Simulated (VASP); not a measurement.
VASP ran on this input.

**INCAR**
```
LMAXMIX  =  4   ! l cut-off of mixed one-centre charges
LCHARG  =  .TRUE.
ISIF  =  2   ! forces and stress, cell fixed
NELM  =  100   ! most electronic steps
PREC  =  Accurate
LORBIT  =  11   ! lm-projected
LWAVE  =  .FALSE.
ISMEAR  =  -5   ! tetrahedra, Bloechl
ENCUT  =  400
LASPH  =  .TRUE.
GGA  =  PE
ALGO  =  Normal
NEDOS  =  601   ! DOS grid
SYSTEM  =  RhTe
EDIFF  =  1E-7   ! SCF stop (eV)
LREAL  =  .FALSE.   ! projection in real space or not
```

**KPOINTS**
```
Automatic mesh
0
Gamma
13 13 13
0 0 0
```

### POSCAR
```
RhTe
5.4649830
  0.0000000000   0.5000000275   0.5000000275
  0.5000000275   0.0000000000   0.5000000275
  0.5000000275   0.5000000275   0.0000000000
Rh Te
1 1
Cart
  0.0000000000   0.0000000000   0.0000000000
  0.5000000275   0.5000000275   0.5000000275
```

POTCAR, in this order: Rh_pv Te (PBE.64 set). Program: vasp_std.

Q: Write an equivalent input for Quantum ESPRESSO's pw.x.

A: One equivalent input (not run):
```
&CONTROL
  calculation = 'scf'
  pseudo_dir = './pseudo'
  outdir = './out'
  tprnfor = .true.
  tstress = .true.
/
&SYSTEM
  ibrav = 0
  nat = 2
  ntyp = 2
  ecutwfc = 88
  occupations = 'tetrahedra'
  input_dft = 'pbe'
/
&ELECTRONS
  conv_thr = 7.3e-09
  electron_maxstep = 100
/
ATOMIC_SPECIES
  Rh 102.906 Rh.upf
  Te 127.600 Te.upf
CELL_PARAMETERS angstrom
     0.0000000    2.7324917    2.7324917
     2.7324917    0.0000000    2.7324917
     2.7324917    2.7324917    0.0000000
ATOMIC_POSITIONS crystal
  Rh   0.0000000  0.0000000  0.0000000
  Te   0.5000000  0.5000000  0.5000000
K_POINTS automatic
  13 13 13 0 0 0
```
What does not carry over: the potentials are each code's own (VASP's PAW set, PseudoDojo norm-conserving files in pw.x), so ENCUT and ecutwfc are chosen apart and not converted; conv_thr bounds pw.x's estimated SCF error, while EDIFF bounds the energy change between steps.

The structure was generated: RhTe was put into the rock salt type (Fm-3m), which need not be its known phase. It was relaxed first, which changed the volume by -26 %.
